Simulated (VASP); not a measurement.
All values below come from PBE GGA, VASP's PBE PAW potentials (set 64) (plane waves; VASP 6.6.1).

VASP input:

### KPOINTS
```
Automatic mesh
0
Gamma
6 6 1
0 0 0
```

### POSCAR
```
Bi2Se3
1
    4.1899810799    -0.0000000000     0.0000000000
   -2.0949905400     3.6286298788     0.0000000000
   -0.0000000000    -0.0000000000    30.4846787281
Bi Se
6 9
Direct
  0.3333330000   0.6666670000   0.2700273827
  0.3333330000   0.6666670000   0.0633066173
  0.0000000000   0.0000000000   0.6033603827
  0.0000000000   1.0000000000   0.3966396173
  0.6666670000   0.3333330000   0.9366933827
  0.6666670000   0.3333330000   0.7299726173
  0.0000000000   0.0000000000   0.0000000000
  0.6666670000   0.3333330000   0.1147234634
  0.0000000000   0.0000000000   0.2186095366
  0.6666670000   0.3333330000   0.3333330000
  0.3333330000   0.6666670000   0.4480574634
  0.6666670000   0.3333330000   0.5519425366
  0.3333330000   0.6666670000   0.6666670000
  1.0000000000   1.0000000000   0.7813904634
  0.3333330000   0.6666670000   0.8852765366
```

**INCAR**
```
SYSTEM = Bi2Se3
PREC = Accurate
ENCUT = 480
EDIFF = 1E-6
NELM = 100
ALGO = Normal
LREAL = Auto
LASPH = .TRUE.
ISMEAR = 0
SIGMA = 0.05
GGA = PE
LMAXMIX = 4
LWAVE = .FALSE.
LCHARG = .FALSE.
IBRION = 2
ISIF = 3
NSW = 60
EDIFFG = -0.02
```

POTCAR, in this order: Bi_d Se (PBE.64 set). Program: vasp_std.

Output

OUTCAR:
```
 ion  position               nearest neighbor table
   1  0.333  0.667  0.270-   9 2.88   9 2.88   9 2.88  10 3.09  10 3.09  10 3.09
   2  0.333  0.667  0.063-   8 2.88   8 2.88   8 2.88   7 3.09   7 3.09   7 3.09
   3  0.000  0.000  0.603-  12 2.88  12 2.88  12 2.88  13 3.09  13 3.09  13 3.09
   4  0.000  0.000  0.397-  11 2.88  11 2.88  11 2.88  10 3.09  10 3.09  10 3.09
   5  0.667  0.333  0.937-  15 2.88  15 2.88  15 2.88   7 3.09   7 3.09   7 3.09
   6  0.667  0.333  0.730-  14 2.88  14 2.88  14 2.88  13 3.09  13 3.09  13 3.09
   7  0.000  0.000  0.000-   2 3.09   5 3.09   2 3.09   5 3.09   5 3.09   2 3.09
   8  0.667  0.333  0.115-   2 2.88   2 2.88   2 2.88
   9  0.000  0.000  0.219-   1 2.88   1 2.88   1 2.88
  10  0.667  0.333  0.333-   1 3.09   1 3.09   1 3.09   4 3.09   4 3.09   4 3.09
  11  0.333  0.667  0.448-   4 2.88   4 2.88   4 2.88
  12  0.667  0.333  0.552-   3 2.88   3 2.88   3 2.88
  13  0.333  0.667  0.667-   6 3.09   6 3.09   6 3.09   3 3.09   3 3.09   3 3.09
  14  0.000  0.000  0.781-   6 2.88   6 2.88   6 2.88
  15  0.333  0.667  0.885-   5 2.88   5 2.88   5 2.88
  LATTYP: Found a hexagonal cell.
 ALAT       =     4.1899810799
 C/A-ratio  =     7.2756125020
 Subroutine PRICEL returns following result:
  LATTYP: Found a trigonal (rhomboedric) cell.
 ALAT       =    10.4455288169
 COS(alpha) =     0.9195486628
 Subroutine GETGRP returns: Found 12 space group operations
The static configuration has the point symmetry D_3d.
...
```

### OSZICAR
```
       N       E                     dE             d eps       ncg     rms          rms(c)
DAV:   1     0.151821074168E+04    0.15182E+04   -0.63873E+04  1204   0.161E+03
DAV:   2     0.162576449555E+03   -0.13556E+04   -0.13148E+04  1276   0.429E+02
DAV:   3    -0.484705227720E+02   -0.21105E+03   -0.20239E+03  1444   0.189E+02
DAV:   4    -0.625637158022E+02   -0.14093E+02   -0.13810E+02  1370   0.477E+01
DAV:   5    -0.633097296534E+02   -0.74601E+00   -0.74217E+00  1682   0.104E+01    0.867E+00
DAV:   6    -0.606327539278E+02    0.26770E+01   -0.58046E+00  1494   0.838E+00    0.529E+00
DAV:   7    -0.606824068226E+02   -0.49653E-01   -0.14735E+00  1504   0.305E+00    0.267E+00
DAV:   8    -0.607122684824E+02   -0.29862E-01   -0.24185E-01  1462   0.157E+00    0.794E-01
DAV:   9    -0.607074413447E+02    0.48271E-02   -0.31657E-02  1464   0.701E-01    0.287E-01
DAV:  10    -0.607086946759E+02   -0.12533E-02   -0.11284E-02  1326   0.272E-01    0.118E-01
DAV:  11    -0.607089720203E+02   -0.27734E-03   -0.86107E-04  1576   0.113E-01    0.602E-02
DAV:  12    -0.607090716002E+02   -0.99580E-04   -0.24740E-04  1486   0.498E-02    0.218E-02
DAV:  13    -0.607090738899E+02   -0.22897E-05   -0.53794E-05  1736   0.358E-02    0.921E-03
DAV:  14    -0.607090739855E+02   -0.95511E-07   -0.77141E-06  1180   0.827E-03
   1 F= -.60709074E+02 E0= -.60709074E+02  d E =-.607091E+02
       N       E                     dE             d eps       ncg     rms          rms(c)
DAV:   1    -0.607644735454E+02   -0.55400E-01   -0.21914E+00  1506   0.887E+00    0.124E+00
DAV:   2    -0.607226448009E+02    0.41829E-01   -0.12367E-01  1490   0.228E+00    0.541E-01
DAV:   3    -0.607123512056E+02    0.10294E-01   -0.50507E-02  1596   0.137E+00    0.116E-01
DAV:   4    -0.607124617264E+02   -0.11052E-03   -0.22063E-03  1394   0.239E-01    0.549E-02
DAV:   5    -0.607123902560E+02    0.71470E-04   -0.46446E-04  1666   0.119E-01    0.194E-02
DAV:   6    -0.607123936053E+02   -0.33493E-05   -0.47471E-05  1608   0.416E-02    0.110E-02
DAV:   7    -0.607123967223E+02   -0.31170E-05   -0.63868E-06  1170   0.106E-02    0.297E-03
DAV:   8    -0.607123960613E+02    0.66100E-06   -0.17398E-06   730   0.854E-03
   2 F= -.60712396E+02 E0= -.60712396E+02  d E =-.332208E-02
       N       E                     dE             d eps       ncg     rms          rms(c)
DAV:   1    -0.607125657234E+02   -0.16900E-03   -0.68874E-03  1506   0.490E-01    0.699E-02
DAV:   2    -0.607124284068E+02    0.13732E-03   -0.39280E-04  1490   0.130E-01    0.305E-02
DAV:   3    -0.607123976370E+02    0.30770E-04   -0.16205E-04  1602   0.776E-02    0.663E-03
DAV:   4    -0.607124007989E+02   -0.31619E-05   -0.77541E-06  1282   0.149E-02    0.314E-03
DAV:   5    -0.607124025571E+02   -0.17582E-05   -0.12663E-06   716   0.765E-03    0.819E-04
DAV:   6    -0.607124027543E+02   -0.19724E-06   -0.40178E-07   728   0.463E-03
   3 F= -.60712403E+02 E0= -.60712403E+02  d E =-.332877E-02
       N       E                     dE             d eps       ncg     rms          rms(c)
DAV:   1    -0.607137450824E+02   -0.13425E-02   -0.62035E-01  1318   0.245E+00    0.279E-01
DAV:   2    -0.607144536888E+02   -0.70861E-03   -0.28599E-02  1628   0.853E-01    0.156E-01
DAV:   3    -0.607138683780E+02    0.58531E-03   -0.13922E-03  1610   0.171E-01    0.779E-02
DAV:   4    -0.607137284469E+02    0.13993E-03   -0.39982E-04  1556   0.107E-01    0.221E-02
DAV:   5    -0.607137260675E+02    0.23794E-05   -0.12100E-04  1414   0.548E-02    0.104E-02
DAV:   6    -0.607137282642E+02   -0.21967E-05   -0.14497E-05  1466   0.187E-02    0.672E-03
DAV:   7    -0.607137294183E+02   -0.11541E-05   -0.18202E-06   816   0.651E-03    0.155E-03
DAV:   8    -0.607137295168E+02   -0.98516E-07   -0.45365E-07   722   0.336E-03
   4 F= -.60713730E+02 E0= -.60713730E+02  d E =-.132676E-02
```

**OUTCAR**
```
------------------------ aborting loop because EDIFF is reached ----------------------------------------
  FORCE on cell =-STRESS in cart. coord.  units (eV):
  Direction    XX          YY          ZZ          XY          YZ          ZX
  --------------------------------------------------------------------------------------
  Total       -0.1531890     -0.1531890      0.1263522      0.0000000     -0.0000000      0.0000000
  in kB       -0.5264404     -0.5264403      0.4342147      0.0000000     -0.0000000      0.0000000
  external PRESSURE =      -0.2062220 kB  Pullay stress =       0.0000000 kB
  volume of cell :      466.22
      direct lattice vectors                 reciprocal lattice vectors
     4.192173573 -0.000000000  0.000000000     0.238539741  0.137720991 -0.000000000
    -2.096086786  3.630528633 -0.000000000     0.000000000  0.275441981  0.000000000
     0.000000000 -0.000000000 30.632316626    -0.000000000 -0.000000000  0.032645262
 POSITION                                       TOTAL-FORCE (eV/Angst)
 -----------------------------------------------------------------------------------
     -0.00000      2.42035      8.26492        -0.000000     -0.000000     -0.000512
     -0.00000      2.42035      1.94588         0.000000      0.000000      0.000512
      0.00000     -0.00000     18.47568         0.000000     -0.000000     -0.000512
      4.19217     -0.00000     12.15664         0.000000     -0.000000      0.000512
      2.09609      1.21018     28.68644        -0.000000     -0.000000     -0.000512
      2.09609      1.21018     22.36740         0.000000      0.000000      0.000512
     -2.09609      3.63053     -0.00000         0.000000     -0.000000      0.000000
      2.09609      1.21018      3.51275         0.000000      0.000000     -0.007611
     -2.09609      3.63053      6.69801        -0.000000      0.000000      0.007611
      2.09609      1.21018     10.21076        -0.000000     -0.000000      0.000000
     -0.00000      2.42035     13.72355        -0.000000     -0.000000     -0.007611
      2.09609      1.21018     16.90877         0.000000     -0.000000      0.007611
     -0.00000      2.42035     20.42155         0.000000      0.000000      0.000000
      4.19217     -0.00000     23.93431         0.000000      0.000000     -0.007611
     -0.00000      2.42035     27.11956        -0.000000     -0.000000      0.007611
 -----------------------------------------------------------------------------------
    total drift:                                0.000000      0.000000     -0.000000
  FREE ENERGIE OF THE ION-ELECTRON SYSTEM (eV)
  ---------------------------------------------------
  free  energy   TOTEN  =       -60.7137295168 eV

  energy  without entropy=      -60.7137295168  energy(sigma->0) =      -60.71372952

 reached required accuracy - stopping structural energy minimisation
```
(Selected blocks of OUTCAR.)

### CONTCAR
```
Bi2Se3
   1.00000000000000
     4.1921735725797165   -0.0000000000000299    0.0000000000000000
    -2.0960867863399102    3.6305286328809441   -0.0000000000000000
     0.0000000000000000   -0.0000000000000000   30.6323166258403425
  Bi              Se
     6     9
Direct
     0.3333330000000032    0.6666669999999968    0.2698103498127610
     0.3333330000000032    0.6666669999999968    0.0635236501872397
     0.0000000000000000    0.0000000000000000    0.6031433498127643
     1.0000000000000000    0.0000000000000000    0.3968566501872429
     0.6666669999999968    0.3333330000000032    0.9364763498127604
     0.6666669999999968    0.3333330000000032    0.7301896501872389
     0.0000000000000000    1.0000000000000000    0.0000000000000000
     0.6666669999999968    0.3333330000000032    0.1146747580137025
     0.0000000000000000    1.0000000000000000    0.2186582419862936
     0.6666669999999968    0.3333330000000032    0.3333330000000032
     0.3333330000000032    0.6666669999999968    0.4480087580137032
     0.6666669999999968    0.3333330000000032    0.5519912419862968
     0.3333330000000032    0.6666669999999968    0.6666669999999968
     1.0000000000000000    0.0000000000000000    0.7813417580137064
     0.3333330000000032    0.6666669999999968    0.8853252419862975
```

**OUTCAR**
```
 val. band max:        3.6566420858   @ k =   0.0000   0.0000   0.0000

 cond. band min:       4.2406120376   @ k =   0.0000   0.0000   0.0000


 Fermi energy:         3.8709863748

 k-point     1 :       0.0000    0.0000    0.0000
  band No.  band energies     occupation
      1     -19.1036      2.00000
      2     -19.1036      2.00000
      3     -19.1036      2.00000
      4     -19.1036      2.00000
      5     -19.1034      2.00000
      6     -19.1034      2.00000
      7     -19.1022      2.00000
      8     -19.1022      2.00000
      9     -19.1022      2.00000
     10     -19.1022      2.00000
     11     -19.1020      2.00000
     12     -19.1020      2.00000
     13     -19.0996      2.00000
     14     -19.0996      2.00000
     15     -19.0994      2.00000
     16     -19.0975      2.00000
     17     -19.0975      2.00000
     18     -19.0973      2.00000
     19     -19.0880      2.00000
     20     -19.0880      2.00000
     21     -19.0880      2.00000
     22     -19.0880      2.00000
     23     -19.0877      2.00000
     24     -19.0877      2.00000
     25     -19.0857      2.00000
     26     -19.0857      2.00000
     27     -19.0857      2.00000
     28     -19.0857      2.00000
     29     -19.0854      2.00000
     30     -19.0854      2.00000
     31     -10.0984      2.00000
     32     -10.0636      2.00000
     33     -10.0634      2.00000
     34      -9.6149      2.00000
     35      -9.6148      2.00000
     36      -9.5334      2.00000
     37      -8.5410      2.00000
     38      -8.4636      2.00000
     39      -8.4633      2.00000
     40      -5.7137      2.00000
     41      -5.7134      2.00000
     42      -5.5817      2.00000
     43      -4.6739      2.00000
     44      -4.5575      2.00000
     45      -4.5572      2.00000
     46       1.6795      2.00000
     47       1.6799      2.00000
     48       1.9543      2.00000
     49       2.1588      2.00000
     50       2.1925      2.00000
     51       2.1925      2.00000
...
```

Without a dispersion term in the relaxation, distances and binding between the weakly bound layers, chains or molecules are unreliable, and so is what depends on them. Unless said otherwise, spin-orbit coupling is left out, though it shifts the bands of the heavy elements here.

The compound is Bi2Se3 in the tetradymite structure. This run relaxes it. Symmetry was kept, so distortions that lower it aren't found. The start is the result of an earlier pass.
